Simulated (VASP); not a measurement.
Output of a VASP run:

### OUTCAR
```
 ion  position               nearest neighbor table
   1  0.500  0.000  0.000-  29 1.55  44 1.55  60 1.55   2 1.60
   2  0.632  0.132  0.124-   5 1.50   3 1.50  17 1.52   1 1.60
   3  0.752  0.254  0.002-   4 1.49   2 1.50  46 1.55  25 1.57
   4  0.878  0.368  0.122-   3 1.49  30 1.52  26 1.55  18 1.55
   5  0.744  0.005  0.248-   2 1.50   6 1.55  35 1.55  14 1.59
   6  0.878  0.122  0.373-  36 1.53  30 1.54  22 1.55   5 1.55
   7  0.000  0.000  0.000-   8 1.55  14 1.55  25 1.55  62 1.55
   8  0.125  0.125  0.125-   7 1.55   9 1.55  15 1.55  30 1.55
   9  0.250  0.250  0.000-   8 1.55  44 1.55  56 1.55  10 1.56
  10  0.380  0.368  0.128-  17 1.53  11 1.55   9 1.56  32 1.62
  11  0.504  0.494  0.002-  46 1.51  10 1.55  12 1.57  58 1.60
  12  0.625  0.625  0.131-  18 1.52  34 1.56  11 1.57  13 1.57
  13  0.750  0.750  0.000-  14 1.55  48 1.55  60 1.55  12 1.57
  14  0.875  0.875  0.125-   7 1.55  13 1.55  49 1.55   5 1.59
  15  0.250  0.000  0.250-  16 1.53   8 1.55  29 1.55  50 1.55
  16  0.372  0.123  0.376-  38 1.52  15 1.53  17 1.56  20 1.58
  17  0.504  0.244  0.253-   2 1.52  10 1.53  16 1.56  63 2.54
  18  0.751  0.495  0.244-  12 1.52   4 1.55  19 1.58  63 2.53
  19  0.871  0.620  0.381-  51 1.52  41 1.53  18 1.58  49 1.61
  20  0.503  0.996  0.501-  35 1.53  54 1.54  21 1.55  16 1.58
  21  0.626  0.119  0.630-  24 1.50  20 1.55  22 1.58  45 1.59
  22  0.749  0.245  0.496-   6 1.55  21 1.58  23 1.63  63 2.55
  23  0.875  0.378  0.632-  47 1.49  55 1.53  51 1.56  22 1.63
  24  0.750  0.000  0.750-  21 1.50  25 1.55  42 1.55  60 1.55
  25  0.875  0.125  0.875-   7 1.55  24 1.55  55 1.55   3 1.57
  26  0.000  0.500  0.000-  27 1.55  48 1.55  56 1.55   4 1.55
  27  0.125  0.625  0.125-  32 1.48  28 1.55  26 1.55  49 1.55
  28  0.250  0.750  0.000-  27 1.55  29 1.55  58 1.55  62 1.55
  29  0.375  0.875  0.125-   1 1.55  15 1.55  28 1.55  34 1.57
  30  0.000  0.250  0.250-   4 1.52   6 1.54   8 1.55  31 1.55
  31  0.125  0.375  0.375-  38 1.54  30 1.55  51 1.55  32 1.57
  32  0.244  0.507  0.246-  27 1.48  33 1.54  31 1.57  10 1.62  63 2.57
  33  0.369  0.622  0.377-  53 1.53  63 1.53  32 1.54  34 1.58
  34  0.501  0.753  0.256-  35 1.51  12 1.56  29 1.57  33 1.58  63 2.47
  35  0.625  0.875  0.375-  34 1.51  20 1.53   5 1.55  41 1.59
  36  0.000  0.000  0.500-   6 1.53  37 1.55  42 1.55  50 1.55
  37  0.125  0.125  0.625-  38 1.52  36 1.55  43 1.55  55 1.55
  38  0.246  0.245  0.496-  16 1.52  37 1.52  31 1.54  39 1.55  63 2.61
  39  0.372  0.368  0.622-  38 1.55  45 1.55  57 1.58  63 1.61
  40  0.627  0.631  0.626-  41 1.47  59 1.53  47 1.53  63 1.57
  41  0.748  0.743  0.505-  40 1.47  19 1.53  42 1.56  35 1.59  63 2.45
  42  0.875  0.875  0.625-  24 1.55  36 1.55  61 1.55  41 1.56
  43  0.250  0.000  0.750-  37 1.55  44 1.55  54 1.55  62 1.55
  44  0.375  0.125  0.875-   1 1.55   9 1.55  43 1.55  45 1.57
  45  0.503  0.256  0.753-  46 1.49  39 1.55  44 1.57  21 1.59  63 2.55
  46  0.625  0.375  0.875-  45 1.49  11 1.51   3 1.55  47 1.59
  47  0.752  0.503  0.744-  23 1.49  40 1.53  48 1.55  46 1.59  63 2.51
  48  0.875  0.625  0.875-  13 1.55  26 1.55  61 1.55  47 1.55
  49  0.000  0.750  0.250-  14 1.55  27 1.55  50 1.55  19 1.61
  50  0.125  0.875  0.375-  15 1.55  36 1.55  49 1.55  53 1.55
  51  0.000  0.500  0.500-  19 1.52  31 1.55  52 1.55  23 1.56
  52  0.125  0.625  0.625-  51 1.55  53 1.55  57 1.55  61 1.55
  53  0.250  0.750  0.500-  33 1.53  50 1.55  52 1.55  54 1.55  63 2.52
  54  0.375  0.875  0.625-  20 1.54  43 1.55  53 1.55  59 1.55
  55  0.000  0.250  0.750-  23 1.53  25 1.55  37 1.55  56 1.55
  56  0.125  0.375  0.875-   9 1.55  26 1.55  55 1.55  57 1.55
  57  0.250  0.500  0.750-  52 1.55  56 1.55  58 1.55  39 1.58  63 2.56
  58  0.375  0.625  0.875-  28 1.55  57 1.55  59 1.55  11 1.60
  59  0.500  0.750  0.750-  40 1.53  54 1.55  58 1.55  60 1.55  63 2.53
  60  0.625  0.875  0.875-   1 1.55  13 1.55  24 1.55  59 1.55
  61  0.000  0.750  0.750-  42 1.55  48 1.55  52 1.55  62 1.55
  62  0.125  0.875  0.875-   7 1.55  28 1.55  43 1.55  61 1.55
  63  0.502  0.504  0.496-  33 1.53  40 1.57  39 1.61  41 2.45  34 2.47  47 2.51  53 2.52  18 2.53
                            59 2.53  17 2.54  45 2.55  22 2.55  57 2.56  32 2.57  38 2.61
 Subroutine IBZKPT returns following result:
 Found      1 irreducible k-points:

 Following reciprocal coordinates:
            Coordinates               Weight
  0.000000  0.000000  0.000000      1.000000
   k-points           NKPTS =      1   k-points in BZ     NKDIM =      1   number of bands    NBANDS=    158
   number of dos      NEDOS =    301   number of ions     NIONS =     63
   total plane-waves  NPLWV =  46656
   dimension x,y,z NGX =    36 NGY =   36 NGZ =   36
   dimension x,y,z NGXF=    72 NGYF=   72 NGZF=   72
   ions per type =              62   1
   PREC   = normal    normal or accurate (medium, high low for compatibility)
   ISTART =      0    job   : 0-new  1-cont  2-samecut
   ICHARG =      2    charge: 1-file 2-atom 10-const
...
```

**OSZICAR**
```
...
RMM:   5    -0.566602866998E+03   -0.26869E-04   -0.23117E-04   650   0.357E-02    0.263E-02
RMM:   6    -0.566602871109E+03   -0.41107E-05   -0.47835E-05   463   0.157E-02
  14 F= -.56660287E+03 E0= -.56660287E+03  d E =-.112105E-01  mag=     2.0000
       N       E                     dE             d eps       ncg     rms          rms(c)
DAV:   1    -0.566603520737E+03   -0.65374E-03   -0.11161E-01   704   0.963E-01    0.629E-02
RMM:   2    -0.566603617985E+03   -0.97248E-04   -0.15055E-03   632   0.110E-01    0.370E-02
RMM:   3    -0.566603623300E+03   -0.53147E-05   -0.26082E-04   635   0.420E-02    0.175E-02
RMM:   4    -0.566603627522E+03   -0.42230E-05   -0.56584E-05   499   0.178E-02
  15 F= -.56660363E+03 E0= -.56660362E+03  d E =-.119670E-01  mag=     2.0000
       N       E                     dE             d eps       ncg     rms          rms(c)
DAV:   1    -0.566605587191E+03   -0.19639E-02   -0.81330E-01   656   0.260E+00    0.166E-01
RMM:   2    -0.566606349097E+03   -0.76191E-03   -0.11065E-02   632   0.301E-01    0.987E-02
RMM:   3    -0.566606386798E+03   -0.37701E-04   -0.19596E-03   638   0.113E-01    0.413E-02
RMM:   4    -0.566606422205E+03   -0.35407E-04   -0.40979E-04   652   0.472E-02    0.230E-02
RMM:   5    -0.566606429068E+03   -0.68624E-05   -0.62118E-05   512   0.194E-02
  16 F= -.56660643E+03 E0= -.56660642E+03  d E =-.280155E-02  mag=     2.0000
       N       E                     dE             d eps       ncg     rms          rms(c)
DAV:   1    -0.566606716915E+03   -0.29471E-03   -0.51695E-02   656   0.656E-01    0.412E-02
RMM:   2    -0.566606762008E+03   -0.45093E-04   -0.67589E-04   632   0.745E-02    0.241E-02
RMM:   3    -0.566606763360E+03   -0.13520E-05   -0.11629E-04   636   0.277E-02    0.106E-02
RMM:   4    -0.566606765274E+03   -0.19140E-05   -0.23454E-05   414   0.114E-02
  17 F= -.56660677E+03 E0= -.56660676E+03  d E =-.313775E-02  mag=     2.0000
       N       E                     dE             d eps       ncg     rms          rms(c)
DAV:   1    -0.566607189805E+03   -0.42644E-03   -0.11688E-01   656   0.976E-01    0.638E-02
RMM:   2    -0.566607303932E+03   -0.11413E-03   -0.16856E-03   632   0.117E-01    0.384E-02
RMM:   3    -0.566607307972E+03   -0.40395E-05   -0.28338E-04   635   0.443E-02    0.172E-02
RMM:   4    -0.566607312653E+03   -0.46807E-05   -0.63234E-05   519   0.188E-02
  18 F= -.56660731E+03 E0= -.56660731E+03  d E =-.547378E-03  mag=     2.0000
       N       E                     dE             d eps       ncg     rms          rms(c)
DAV:   1    -0.566607332051E+03   -0.24079E-04   -0.35303E-03   720   0.170E-01    0.108E-02
RMM:   2    -0.566607334665E+03   -0.26145E-05   -0.46496E-05   509   0.193E-02    0.589E-03
RMM:   3    -0.566607334651E+03    0.13790E-07   -0.70456E-06   352   0.716E-03    0.273E-03
RMM:   4    -0.566607334721E+03   -0.69906E-07   -0.14486E-06   343   0.283E-03
  19 F= -.56660733E+03 E0= -.56660733E+03  d E =-.569447E-03  mag=     2.0000
       N       E                     dE             d eps       ncg     rms          rms(c)
DAV:   1    -0.566607501094E+03   -0.16644E-03   -0.36287E-02   672   0.549E-01    0.358E-02
RMM:   2    -0.566607530790E+03   -0.29696E-04   -0.45899E-04   632   0.604E-02    0.211E-02
RMM:   3    -0.566607533373E+03   -0.25831E-05   -0.82173E-05   579   0.227E-02    0.116E-02
RMM:   4    -0.566607533772E+03   -0.39922E-06   -0.16421E-05   391   0.966E-03
  20 F= -.56660753E+03 E0= -.56660753E+03  d E =-.199051E-03  mag=     2.0000
```

File OUTCAR:
```
------------------------ aborting loop because EDIFF is reached ----------------------------------------
  FORCE on cell =-STRESS in cart. coord.  units (eV):
  Direction    XX          YY          ZZ          XY          YZ          ZX
  --------------------------------------------------------------------------------------
  Total       -4.9425640     -4.9171206     -8.8632962      7.4456611     -6.9717302      6.9734950
  in kB      -21.6956483    -21.5839631    -38.9059115     32.6831267    -30.6027816     30.6105284
  external PRESSURE =     -27.3951743 kB  Pullay stress =       0.0000000 kB
  volume of cell :      365.00
      direct lattice vectors                 reciprocal lattice vectors
     7.146555159  0.000000000  0.000000000     0.139927556  0.000000000  0.000000000
     0.000000000  7.146555159  0.000000000     0.000000000  0.139927556  0.000000000
     0.000000000  0.000000000  7.146555159     0.000000000  0.000000000  0.139927556
 POSITION                                       TOTAL-FORCE (eV/Angst)
 -----------------------------------------------------------------------------------
      3.56311      7.14441      7.14373         0.005112      0.007446      0.003520
      4.44356      0.91655      0.92785        -0.006641      0.001271     -0.002019
      5.34081      1.80267      0.02108         0.002505      0.000031      0.003536
      6.22684      2.70028      0.92801        -0.000136      0.001909     -0.003724
      5.34310      0.01594      1.80464        -0.001009      0.000061     -0.001897
      6.23666      0.90694      2.70367        -0.001580      0.001106      0.001581
      7.13706      0.00657      0.00920        -0.000318     -0.003531     -0.002383
      0.87205      0.90096      0.91004         0.001547      0.005532      0.004367
      1.76172      1.77785      7.14278         0.004645     -0.002628      0.003858
      2.65926      2.67888      0.89652         0.000866      0.005109     -0.004699
      3.56938      3.57417      0.00140         0.001648     -0.003805      0.000278
      4.46452      4.48450      0.89639         0.003255     -0.004471     -0.000578
      5.36576      5.38176      7.14273         0.000409     -0.003641      0.000671
      6.24257      6.27148      0.90999        -0.000761     -0.000840      0.002424
      1.76270      7.13833      1.78283         0.000928     -0.002657     -0.001200
      2.64813      0.87837      2.69021         0.002869      0.000476      0.003739
      3.47197      1.72729      1.74400         0.003315      0.000001      0.003028
      5.41620      3.67181      1.74424        -0.001425     -0.000560     -0.001505
      6.26538      4.49560      2.69041        -0.001098     -0.000946     -0.003004
      3.56627      7.14289      3.57932         0.003440     -0.001651     -0.002694
      4.45907      0.87840      4.49287        -0.002298      0.002646     -0.002691
      5.42829      1.71532      3.67914        -0.002206     -0.000478     -0.002250
      6.26519      2.68458      4.49276        -0.001071     -0.002356      0.001862
      5.36334      7.13970      5.38338         0.000971     -0.002359     -0.004518
      6.24066      0.90291      6.28166        -0.001934      0.004300     -0.000119
      7.14560      3.58060      7.14390        -0.001644     -0.006150      0.004415
      0.87645      4.48013      0.88760        -0.003053      0.001776     -0.000071
      1.78619      5.35743      7.13542         0.003857     -0.003114      0.006656
      2.66348      6.26731      0.88748        -0.003586      0.000587      0.001058
      7.12751      1.80058      1.80468         0.002365     -0.000997     -0.000329
      0.87904      2.68323      2.69165        -0.000559      0.003360      0.002067
      1.76131      3.57594      1.77811         0.003987     -0.009136     -0.002258
      2.59885      4.54502      2.59120        -0.004940      0.002840      0.011885
      3.56771      5.38254      1.77784         0.005513     -0.007001      0.004619
      4.46054      6.26459      2.69147        -0.005977      0.003400      0.005139
      0.00058      7.14292      3.57904         0.004090      0.001621     -0.008081
      0.87501      0.87942      4.48796        -0.003503      0.003525     -0.000448
      1.76100      1.76484      3.58061         0.007889     -0.001798     -0.011031
      2.61054      2.58845      4.52632        -0.003303      0.007122      0.005605
      4.55532      4.53313      4.52614        -0.010029      0.002362      0.009028
      5.37892      5.38277      3.58054         0.000324     -0.009856     -0.008600
      6.26413      6.26867      4.48808        -0.001878      0.002097     -0.001081
      1.78431      7.13542      5.36072        -0.000630      0.000397     -0.005113
      2.66106      0.87886      6.27431        -0.001026     -0.005152      0.003258
      3.56195      1.77623      5.37461         0.010783      0.000271     -0.003662
      4.45705      2.68643      6.26963        -0.002003      0.003672      0.001973
      5.36731      3.58146      5.37462         0.002202     -0.004483     -0.007141
      6.26490      4.48248      6.27436        -0.001524      0.003180      0.003611
      0.00540      5.38097      1.78272         0.000349     -0.003334      0.004850
      0.87977      6.26379      2.69226        -0.004236      0.007350     -0.002806
      0.00082      3.57748      3.57950         0.000689     -0.004823     -0.003039
      0.89917      4.45977      4.46608         0.001955      0.008440      0.005145
      1.79030      5.35333      3.56679         0.002408     -0.003489      0.005559
      2.68393      6.24446      4.46597        -0.007700      0.004626      0.005140
      0.00390      1.78021      5.38328         0.000546      0.000671     -0.000404
      0.88123      2.68010      6.27349        -0.000410      0.001100     -0.001942
...
```
(Selected blocks of OUTCAR.)

File POSCAR:
```
AlC62
1
    7.1465551589    -0.0000000000    -0.0000000000
   -0.0000000000     7.1465551589     0.0000000000
    0.0000000000     0.0000000000     7.1465551589
C Al
62 1
Direct
  0.5000000000   0.0000000000   0.0000000000
  0.6315290000   0.1316250000   0.1243470000
  0.7515280000   0.2538620000   0.0019850000
  0.8781120000   0.3684820000   0.1221750000
  0.7438120000   0.0050050000   0.2482180000
  0.8775210000   0.1215840000   0.3728630000
  0.0000000000   0.0000000000   0.0000000000
  0.1250000000   0.1250000000   0.1250000000
  0.2500000000   0.2500000000   0.0000000000
  0.3802400000   0.3681130000   0.1284560000
  0.5043850000   0.4940530000   0.0021930000
  0.6251300000   0.6247180000   0.1313860000
  0.7500000000   0.7500000000   0.0000000000
  0.8750000000   0.8750000000   0.1250000000
  0.2500000000   0.0000000000   0.2500000000
  0.3715380000   0.1233090000   0.3764650000
  0.5038180000   0.2439430000   0.2526080000
  0.7506760000   0.4949260000   0.2443760000
  0.8714330000   0.6201190000   0.3809710000
  0.5025250000  -0.0036770000   0.5009660000
  0.6257940000   0.1190110000   0.6297620000
  0.7486730000   0.2450220000   0.4956680000
  0.8748690000   0.3779720000   0.6317980000
  0.7500000000   0.0000000000   0.7500000000
  0.8750000000   0.1250000000   0.8750000000
  0.0000000000   0.5000000000   0.0000000000
  0.1250000000   0.6250000000   0.1250000000
  0.2500000000   0.7500000000   0.0000000000
  0.3750000000   0.8750000000   0.1250000000
  0.0000000000   0.2500000000   0.2500000000
  0.1250000000   0.3750000000   0.3750000000
  0.2442280000   0.5065390000   0.2457150000
  0.3691390000   0.6217670000   0.3771040000
  0.5006560000   0.7527580000   0.2564910000
  0.6250000000   0.8750000000   0.3750000000
  0.0000000000   0.0000000000   0.5000000000
  0.1250000000   0.1250000000   0.6250000000
  0.2455160000   0.2447330000   0.4961430000
  0.3719090000   0.3684650000   0.6215570000
  0.6265680000   0.6307790000   0.6255830000
  0.7482330000   0.7431760000   0.5046160000
  0.8750000000   0.8750000000   0.6250000000
  0.2500000000   0.0000000000   0.7500000000
  0.3750000000   0.1250000000   0.8750000000
  0.5029450000   0.2563200000   0.7534770000
  0.6250000000   0.3750000000   0.8750000000
  0.7517080000   0.5030940000   0.7435770000
  0.8750000000   0.6250000000   0.8750000000
  0.0000000000   0.7500000000   0.2500000000
  0.1250000000   0.8750000000   0.3750000000
  0.0000000000   0.5000000000   0.5000000000
  0.1250000000   0.6250000000   0.6250000000
  0.2500000000   0.7500000000   0.5000000000
  0.3750000000   0.8750000000   0.6250000000
  0.0000000000   0.2500000000   0.7500000000
  0.1250000000   0.3750000000   0.8750000000
  0.2500000000   0.5000000000   0.7500000000
  0.3750000000   0.6250000000   0.8750000000
  0.5000000000   0.7500000000   0.7500000000
  0.6250000000   0.8750000000   0.8750000000
  0.0000000000   0.7500000000   0.7500000000
  0.1250000000   0.8750000000   0.8750000000
  0.5023670000   0.5036430000   0.4961590000
```

Reconstruct the remaining input files.

This is not unique; one that fits is the input of the run itself, PBE GGA, plane waves, VASP's PBE PAW potentials (set 64).

### KPOINTS
```
kpoints
0
gamma
1 1 1
```

INCAR:
```
SYSTEM = AlC62
PREC = Normal
ENCUT = 400
EDIFF = 1E-5
NELM = 100
ALGO = Fast
LREAL = Auto
LASPH = .TRUE.
ISMEAR = 0
SIGMA = 0.05
GGA = PE
LWAVE = .TRUE.
LCHARG = .FALSE.
NELMIN = 4
ISYM = 0
NELECT = 250.0
ISPIN = 2
NUPDOWN = 2
MAGMOM = 63*0.0317
LORBIT = 10
IBRION = 2
ISIF = 2
NSW = 70
EDIFFG = -0.03
```

POTCAR, in this order: C Al (PBE.64 set). Program: vasp_gam.

At this cut-off the stress carries a Pulay error, which pulls relaxed volumes low. The cell is charged, with a uniform compensating background. The supercell is sampled at Γ alone, which is coarse: total energies, pressure and levels can be off, energies of defects by several tenths of an eV.

The cell is a supercell with a defect, built from C (diamond): Al_C-vac_C, charge +1.
